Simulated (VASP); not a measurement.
# TiSn (P6/mmm) in VASP: band structure with PBE

Aim: the band structure of TiSn with PBE.

All numbers are computed with VASP 6.6.1; they aren't measurements. Logs are shortened: lines on timing, memory, paths and dates and some standing lists are left out, and cuts for length are marked.

**1. The crystal as given**

The structure is hexagonal, space group P6/mmm (No. 191). Conventional cell: a = 5.726 Å, b = 5.726 Å, c = 4.805 Å, α = 90.00°, β = 90.00°, γ = 120.00°. Ti (site symmetry mmm) is surrounded by 4 Ti at 2.86 Å and 6 Sn at 2.86 to 2.92 Å. Sn (site symmetry -6m2) has 6 Ti at 2.92 Å and 3 Sn at 3.31 Å as nearest neighbours. Sn (site symmetry 6/mmm) has 6 Ti at 2.86 Å as nearest neighbours.

The cell was built by a generator and needn't be a form met in nature.

**2. Band structure, PBE**

INCAR reads:

```
PREC = Accurate
ENCUT = 520
EDIFF = 1E-6
ISMEAR = 0
SIGMA = 0.1
LREAL = False
LASPH = True
NELM = 80
ALGO = Normal
ISIF = 2
LWAVE = False
LCHARG = False
LMAXMIX = 4
GGA = PE
```

KPOINTS reads:

```
regular mesh
0
Gamma
  6 6 6
```

POSCAR reads:

```
TiSn
1.0
    5.7259880000      0.0000000000      0.0000000000
   -2.8629940000      4.9588510000      0.0000000000
    0.0000000000      0.0000000000      4.8048000000
Ti Sn
3 3
Direct
    0.0000000000      0.5000000000      0.0000000000
    0.5000000000      0.0000000000      0.0000000000
    0.5000000000      0.5000000000      0.0000000000
    0.6666670000      0.3333330000      0.5000000000
    0.3333330000      0.6666670000      0.5000000000
    0.0000000000      0.0000000000      0.0000000000
```

KPOINTS_OPT reads:

```
path GMKGALHA,LM,KH
15
line-mode
reciprocal
 0.0000000000  0.0000000000  0.0000000000  G
 0.5000000000  0.0000000000  0.0000000000  M

 0.5000000000  0.0000000000  0.0000000000  M
 0.3333333333  0.3333333333  0.0000000000  K

 0.3333333333  0.3333333333  0.0000000000  K
 0.0000000000  0.0000000000  0.0000000000  G

 0.0000000000  0.0000000000  0.0000000000  G
 0.0000000000  0.0000000000  0.5000000000  A

 0.0000000000  0.0000000000  0.5000000000  A
 0.5000000000  0.0000000000  0.5000000000  L

 0.5000000000  0.0000000000  0.5000000000  L
 0.3333333333  0.3333333333  0.5000000000  H

 0.3333333333  0.3333333333  0.5000000000  H
 0.0000000000  0.0000000000  0.5000000000  A

 0.5000000000  0.0000000000  0.5000000000  L
 0.5000000000  0.0000000000  0.0000000000  M

 0.3333333333  0.3333333333  0.0000000000  K
 0.3333333333  0.3333333333  0.5000000000  H
```

Potentials or basis: VASP PAW PBE potentials, release 64 (Ti_sv, Sn_d).

On the command line:

```console
cat potpaw_PBE.64/Ti_sv/POTCAR potpaw_PBE.64/Sn_d/POTCAR > POTCAR
mpirun -np 1 vasp_std > vasp.out
```

OUTCAR:

```text
PREC = Accurate
   ENCUT = 520
   EDIFF = 1E-6
   ISMEAR = 0
   LREAL = False
   LASPH = True
   NELM = 80
   ISIF = 2
   GGA = PE

 ion  position               nearest neighbor table
   1  0.000  0.500  0.000-   2 2.86   6 2.86   6 2.86   2 2.86   3 2.86   3 2.86   5 2.92   5 2.92
                             4 2.92   4 2.92
   2  0.500  0.000  0.000-   1 2.86   3 2.86   3 2.86   1 2.86   6 2.86   6 2.86   5 2.92   5 2.92
                             4 2.92   4 2.92
   3  0.500  0.500  0.000-   2 2.86   6 2.86   2 2.86   6 2.86   1 2.86   1 2.86   5 2.92   5 2.92
                             4 2.92   4 2.92
   4  0.667  0.333  0.500-   2 2.92   2 2.92   1 2.92   1 2.92   3 2.92   3 2.92   5 3.31   5 3.31
                             5 3.31
   5  0.333  0.667  0.500-   2 2.92   2 2.92   1 2.92   1 2.92   3 2.92   3 2.92   4 3.31   4 3.31
                             4 3.31
   6  0.000  0.000  0.000-   1 2.86   3 2.86   1 2.86   3 2.86   2 2.86   2 2.86

  LATTYP: Found a hexagonal cell.
 ALAT       =     5.7259880000
 C/A-ratio  =     0.8391215630

  Lattice vectors:

 A1 = (   5.7259880000,   0.0000000000,   0.0000000000)
 A2 = (  -2.8629940000,   4.9588510000,   0.0000000000)
 A3 = (   0.0000000000,   0.0000000000,   4.8048000000)

Analysis of symmetry for initial positions (statically):
=====================================================================
 Subroutine PRICEL returns:
 Original cell was already a primitive cell.

 Routine SETGRP: Setting up the symmetry group for a
 hexagonal supercell.

 Subroutine GETGRP returns: Found 24 space group operations
 (whereof 24 operations were pure point group operations)
 out of a pool of 24 trial point group operations.

The static configuration has the point symmetry D_6h.

Analysis of symmetry for dynamics (positions and initial velocities):
=====================================================================
 Subroutine PRICEL returns:
 Original cell was already a primitive cell.

 Routine SETGRP: Setting up the symmetry group for a
 hexagonal supercell.

 Subroutine GETGRP returns: Found 24 space group operations
 (whereof 24 operations were pure point group operations)
 out of a pool of 24 trial point group operations.

The dynamic configuration has the point symmetry D_6h.

 Subroutine INISYM returns: Found 24 space group operations
 (whereof 24 operations are pure point group operations),
 and found     1 'primitive' translations

[... 108 lines left out ...]
   ISIF   =      2    stress and relaxation
   ISYM   =      2    0-nonsym 1-usesym 2-fastsym
   POTIM  = 0.5000    time-step for ionic-motion
   TEBEG  =    0.0;   TEEND  =   0.0 temperature during run
   PSTRESS=    0.0 pullay stress
   NELECT =      78.0000    total number of electrons
   NUPDOWN=      -1.0000    fix difference up-down
   EMIN   =  10.00;   EMAX   =-10.00  energy-range for DOS
   EFERMI =   0.00;   METHOD = LEGACY
   ISMEAR =     0;   SIGMA  =   0.10  broadening in eV -4-tet -1-fermi 0-gaus
   EFERMI_NEDOS =   21; number of points for ismear=-14 and -15
   IALGO  =     38    algorithm
   IMIX   =      4    mixing-type and parameters
     AMIX     =   0.40;   BMIX     =  1.00
     AMIX_MAG =   1.60;   BMIX_MAG =  1.00
  volume/ion in A,a.u.               =      22.74       153.44
  Fermi-wavevector in a.u.,A,eV,Ry     =   1.358743  2.567653 25.118851  1.846183
  Thomas-Fermi vector in A             =   2.485551
   LORBIT       =      0    0 simple, 1 ext, 2 COOP (PROOUT), +10 PAW based schemes
   GGA     = PE    functional components
   LHFCALC =     F    Hartree Fock is set to
   AEXX    =    0.0000 exact exchange contribution
   IVDW    =     0    specifies the selected vdW correction
   LEPSILON=     F    determine dielectric tensor
   LRPA    =     F    only Hartree local field effects (RPA)
 non-spin polarized calculation
 Gauss-broadening in eV      SIGMA  =   0.10
  energy-cutoff  :      520.00
  volume of cell :      136.43
 maximum number of plane-waves:      3714
 NGX is ok and might be reduce to    48
   NGX = 21   NGY = 21   NGZ = 17

 number of electron      78.0000019 magnetization

 Free energy of the ion-electron system (eV)
  ---------------------------------------------------
  ext. energy  EPLUGINS =         0.00000000
  ---------------------------------------------------
  free energy    TOTEN  =       -36.48992114 eV

  energy without entropy =      -36.44885629  energy(sigma->0) =      -36.46938871

 E-fermi :   7.4821     XC(G=0): -10.5457

 val. band max:        7.4805343337   @ k =   0.3333   0.0000   0.3333
 cond. band min:       7.4905877221   @ k =   0.1667   0.0000   0.3333
 fundamental gap:      0.0100533884
 Fermi energy:         7.4820783032

 k-point     1 :       0.0000    0.0000    0.0000
  band No.  band energies     occupation
      1     -49.2110      2.00000
      2     -49.1381      2.00000
      3     -49.1381      2.00000
      4     -25.6496      2.00000
      5     -25.5880      2.00000
      6     -25.5685      2.00000
[... 1165 lines left out ...]
     45       9.1852      0.00000
     46       9.5327      0.00000

 [... further k-points ...]

------------------------ aborting loop because EDIFF is reached ----------------------------------------

  FORCE on cell =-STRESS in cart. coord.  units (eV):
  Direction    XX          YY          ZZ          XY          YZ          ZX
  --------------------------------------------------------------------------------------
  -------------------------------------------------------------------------------------
  Total        0.0018909      0.0018909      0.0009209     -0.0000000     -0.0000000      0.0000000
  in kB        0.0222056      0.0222056      0.0108142     -0.0000000     -0.0000000      0.0000000
  external PRESSURE =       0.0184085 kB  Pullay stress =       0.0000000 kB

 VOLUME and BASIS-vectors are now :
 -----------------------------------------------------------------------------
  energy-cutoff  :      520.00
  volume of cell :      136.43
      direct lattice vectors                 reciprocal lattice vectors
     5.725988000  0.000000000  0.000000000     0.174642350  0.100829809  0.000000000
    -2.862994000  4.958851000  0.000000000     0.000000000  0.201659618  0.000000000
     0.000000000  0.000000000  4.804800000     0.000000000  0.000000000  0.208125208

 POSITION                                       TOTAL-FORCE (eV/Angst)
 -----------------------------------------------------------------------------------
     -1.43150      2.47943      0.00000         0.000000      0.000000      0.000000
      2.86299      0.00000      0.00000         0.000000      0.000000      0.000000
      1.43150      2.47943      0.00000         0.000000      0.000000      0.000000
      2.86300      1.65295      2.40240         0.000000      0.000000      0.000000
     -0.00000      3.30590      2.40240        -0.000000     -0.000000      0.000000
      0.00000      0.00000      0.00000         0.000000      0.000000      0.000000
 -----------------------------------------------------------------------------------
    total drift:                               -0.000000      0.000000      0.000000

  FREE ENERGIE OF THE ION-ELECTRON SYSTEM (eV)
  ---------------------------------------------------
  free  energy   TOTEN  =       -36.4899211382 eV

  energy  without entropy=      -36.4488562876  energy(sigma->0) =      -36.46938871
```

OSZICAR:

```text
N       E                     dE             d eps       ncg     rms          rms(c)
DAV:   1     0.984550850625E+03    0.98455E+03   -0.39285E+04  2594   0.248E+03
DAV:   2     0.116318299513E+03   -0.86823E+03   -0.85645E+03  2576   0.693E+02
DAV:   3    -0.222413651774E+02   -0.13856E+03   -0.13470E+03  3334   0.236E+02
DAV:   4    -0.387778256399E+02   -0.16536E+02   -0.16168E+02  3856   0.696E+01
DAV:   5    -0.400695064168E+02   -0.12917E+01   -0.12895E+01  3864   0.150E+01    0.155E+01
DAV:   6    -0.372797501148E+02    0.27898E+01   -0.31207E+01  3506   0.277E+01    0.543E+00
DAV:   7    -0.366065392068E+02    0.67321E+00   -0.54073E+00  3278   0.117E+01    0.364E+00
DAV:   8    -0.364818387086E+02    0.12470E+00   -0.66769E-01  3188   0.519E+00    0.899E-01
DAV:   9    -0.364878091762E+02   -0.59705E-02   -0.92966E-02  3572   0.195E+00    0.582E-01
DAV:  10    -0.364895486984E+02   -0.17395E-02   -0.10446E-02  3716   0.602E-01    0.128E-01
[... 51 further cycles ...]
DAV:   2    -0.101180191522E+05   -0.19998E+05     2116
DAV:   3    -0.133019993933E+05   -0.31840E+04     2690
DAV:   4    -0.137348468318E+05   -0.43285E+03     3176
DAV:   5    -0.137705654043E+05   -0.35719E+02     3210
DAV:   6    -0.137720130699E+05   -0.14477E+01     3432
DAV:   7    -0.137720603068E+05   -0.47237E-01     3266
DAV:   8    -0.137720626656E+05   -0.23588E-02     3464
DAV:   9    -0.137720627661E+05   -0.10045E-03     2522
DAV:  10    -0.137720627729E+05   -0.67915E-05     2296
DAV:  11    -0.137720627733E+05   -0.46671E-06     1600
```

Run time: 15 min. Hardware: 1 thread of Intel Xeon Platinum 8175M at 2.50GHz (Skylake/Cascade Lake), shared host; peak memory 0.43 GiB.

Results:

```yaml
Free_energy: -36.4899 eV
Pressure: 0.0 GPa
Band_gap_along_the_path: none (metal or under the smearing width)
```

Levels at the corners of the path, in eV from the Fermi level:
```csv
point,band 35,band 36,band 37,band 38,band 39,band 40,band 41,band 42,band 43,band 44
Γ,-1.76,-1.45,-1.45,-0.39,-0.39,0.11,0.11,2.11,2.11,2.12
M,-0.92,-0.88,-0.83,-0.82,-0.09,0.33,0.75,1.15,1.23,2.19
M,-0.92,-0.88,-0.83,-0.82,-0.09,0.33,0.75,1.15,1.23,2.19
K,-1.92,-0.90,-0.62,-0.62,-0.21,0.73,0.73,1.03,1.03,1.96
K,-1.92,-0.90,-0.62,-0.62,-0.21,0.73,0.73,1.03,1.03,1.96
Γ,-1.76,-1.45,-1.45,-0.39,-0.39,0.11,0.11,2.11,2.11,2.12
Γ,-1.76,-1.45,-1.45,-0.39,-0.39,0.11,0.11,2.11,2.11,2.12
A,-1.06,-0.77,-0.77,-0.68,-0.61,-0.61,-0.43,0.37,1.20,1.20
A,-1.06,-0.77,-0.77,-0.68,-0.61,-0.61,-0.43,0.37,1.20,1.20
L,-1.89,-1.60,-0.08,0.39,0.49,0.51,0.64,0.84,0.94,1.18
L,-1.89,-1.60,-0.08,0.39,0.49,0.51,0.64,0.84,0.94,1.18
H,-1.45,-0.71,-0.71,-0.05,0.47,0.47,0.79,1.17,1.36,1.40
H,-1.45,-0.71,-0.71,-0.05,0.47,0.47,0.79,1.17,1.36,1.40
A,-1.06,-0.77,-0.77,-0.68,-0.61,-0.61,-0.43,0.37,1.20,1.20
L,-1.89,-1.60,-0.08,0.39,0.49,0.51,0.64,0.84,0.94,1.18
M,-0.92,-0.88,-0.83,-0.82,-0.09,0.33,0.75,1.15,1.23,2.19
K,-1.92,-0.90,-0.62,-0.62,-0.21,0.73,0.73,1.03,1.03,1.96
H,-1.45,-0.71,-0.71,-0.05,0.47,0.47,0.79,1.17,1.36,1.40
```

Caveat: spin-orbit coupling is left out, which moves the levels of the heavy elements.
